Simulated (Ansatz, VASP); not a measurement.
One calculation of TlW, two programs

```
CELL_PARAMETERS angstrom
3.36853 0.00000 0.00000
0.00000 3.36853 0.00000
0.00000 0.00000 3.36853
ATOMIC_POSITIONS crystal
Tl 0.00000 0.00000 0.00000
W 0.50000 0.50000 0.50000
```

Alike in both runs: functional PBE; k mesh 6 × 6 × 6; occupations gaussian, width 0.1 eV; no spin polarisation.

Ansatz relaxed the structure, and its values are those at the end. VASP's run is a single point on that final structure, the one shown.

```csv
,VASP,Ansatz
version,VASP 6.6.1,Ansatz 0.2.0
potentials or method,"VASP PAW PBE potentials, release 64 (Tl_d, W_sv)","scalar-relativistic, plane waves, PAW"
plane-wave cutoff (eV),520,420
valence electrons in the cell,27,27
```

|  | VASP | Ansatz | Ansatz less VASP |
| --- | --- | --- | --- |
| gap on the k mesh at the Fermi level (eV) | none | none | - |
| pressure (GPa) | -0.3 | -0.4 | -0.08 |

A gap of «none» marks a metal or a gap that the smearing closes.

The runs have no spin-orbit coupling, so splittings on Tl, W are missing.
